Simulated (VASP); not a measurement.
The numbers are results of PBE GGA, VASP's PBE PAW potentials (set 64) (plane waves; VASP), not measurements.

VASP input:

### INCAR
```
SYSTEM = Be
PREC = Accurate; ENCUT = 300; LREAL = .False.
LASPH = .True.
EDIFF = 1E-6; NELM = 100; ALGO = Normal
ISMEAR = -1; SIGMA = 0.1
GGA = PE
ISIF = 2
LWAVE = .False.; LCHARG = .False.
```

File KPOINTS:
```
kpoints
0
G
 16 16 9
```

**POSCAR**
```
Be
3.580
  0.3198324022  -0.5539659218   0.0000000000
  0.3198324022   0.5539659218   0.0000000000
  0.0000000000   0.0000000000   1.0000000000
Be
2
Cart
  0.3198324022   0.1846556766   0.2500000000
  0.3198324022  -0.1846556766   0.7500000000
```

POTCAR, in this order: Be (PBE.64 set). Program: vasp_std.

Output

OSZICAR:
```
       N       E                     dE             d eps       ncg     rms          rms(c)
DAV:   1    -0.517363322958E+01   -0.51736E+01   -0.12548E+03  1896   0.347E+02
DAV:   2    -0.758186218556E+01   -0.24082E+01   -0.22983E+01  2808   0.370E+01
DAV:   3    -0.759354346756E+01   -0.11681E-01   -0.11681E-01  2232   0.247E+00
DAV:   4    -0.759355354194E+01   -0.10074E-04   -0.10074E-04  2754   0.676E-02
DAV:   5    -0.759355355970E+01   -0.17766E-07   -0.17277E-07  2172   0.100E-03    0.118E+00
DAV:   6    -0.755046264709E+01    0.43091E-01   -0.52953E-03  2112   0.939E-01    0.718E-01
DAV:   7    -0.753277760719E+01    0.17685E-01   -0.59624E-03  2040   0.974E-01    0.258E-02
DAV:   8    -0.753275871836E+01    0.18889E-04   -0.11193E-05  2562   0.361E-02    0.879E-03
DAV:   9    -0.753275798425E+01    0.73411E-06   -0.23561E-06  2244   0.179E-02
   1 F= -.75327580E+01 E0= -.75312232E+01  d E =-.306951E-02
```

OUTCAR:
```
------------------------ aborting loop because EDIFF is reached ----------------------------------------
  FORCE on cell =-STRESS in cart. coord.  units (eV):
  Direction    XX          YY          ZZ          XY          YZ          ZX
  --------------------------------------------------------------------------------------
  Total       -0.3422828     -0.3422827     -0.2202989      0.0000000      0.0000000      0.0000000
  in kB      -33.7295873    -33.7295814    -21.7089252      0.0000000      0.0000000      0.0000000
  external PRESSURE =     -29.7226980 kB  Pullay stress =       0.0000000 kB
  volume of cell :       16.26
      direct lattice vectors                 reciprocal lattice vectors
     1.145000000 -1.983198000  0.000000000     0.436681223 -0.252118044  0.000000000
     1.145000000  1.983198000  0.000000000     0.436681223  0.252118044  0.000000000
     0.000000000  0.000000000  3.580000000     0.000000000  0.000000000  0.279329609
 POSITION                                       TOTAL-FORCE (eV/Angst)
 -----------------------------------------------------------------------------------
      1.14500      0.66107      0.89500         0.000000      0.000000      0.000000
      1.14500     -0.66107      2.68500        -0.000000     -0.000000      0.000000
 -----------------------------------------------------------------------------------
    total drift:                                0.000000     -0.000003      0.000005
  FREE ENERGIE OF THE ION-ELECTRON SYSTEM (eV)
  ---------------------------------------------------
  free  energy   TOTEN  =        -7.5327579842 eV

  energy  without entropy=       -7.5296884770  energy(sigma->0) =       -7.53122323
```
(Selected blocks of OUTCAR.)

File OUTCAR:
```
 val. band max:        6.7557498096   @ k =   0.3125   0.1250   0.0000

 cond. band min:       6.8225068207   @ k =   0.2500   0.2500   0.1111


 Fermi energy:         6.7701586646

 k-point     1 :       0.0000    0.0000    0.0000
  band No.  band energies     occupation
      1      -4.3983      2.00000
      2       2.5246      2.00000
      3       7.9420      0.00002
      4      22.3112      0.00000
      5      22.3112      0.00000
      6      25.1423      0.00000

 k-point     2 :       0.0625    0.0000    0.0000
  band No.  band energies     occupation
      1      -4.2876      2.00000
      2       2.6682      2.00000
      3       7.9764      0.00001
      4      21.4157      0.00000
      5      21.6512      0.00000
      6      25.1509      0.00000

 k-point     3 :       0.1250    0.0000    0.0000
  band No.  band energies     occupation
      1      -3.9553      2.00000
      2       3.0985      2.00000
      3       8.0693      0.00000
      4      19.3179      0.00000
      5      20.3954      0.00000
      6      25.0628      0.00000

 k-point     4 :       0.1875    0.0000    0.0000
  band No.  band energies     occupation
      1      -3.4010      2.00000
      2       3.8135      2.00000
      3       8.1747      0.00000
      4      16.8692      0.00000
      5      19.1226      0.00000
      6      24.5711      0.00000

 k-point     5 :       0.2500    0.0000    0.0000
  band No.  band energies     occupation
      1      -2.6254      2.00000
      2       4.8090      2.00000
      3       8.1464      0.00000
      4      14.6418      0.00000
      5      18.0027      0.00000
      6      22.3842      0.00000

 k-point     6 :       0.3125    0.0000    0.0000
  band No.  band energies     occupation
      1      -1.6320      2.00000
      2       6.0760      1.99807
      3       7.6307      0.00037
      4      13.1795      0.00000
      5      17.0990      0.00000
      6      19.6787      0.00000
...
```

At this cut-off the stress carries a Pulay error, which pulls relaxed volumes low.

The structure is a typed Be crystal (P6_3/mmc). The cell was not relaxed at this level.
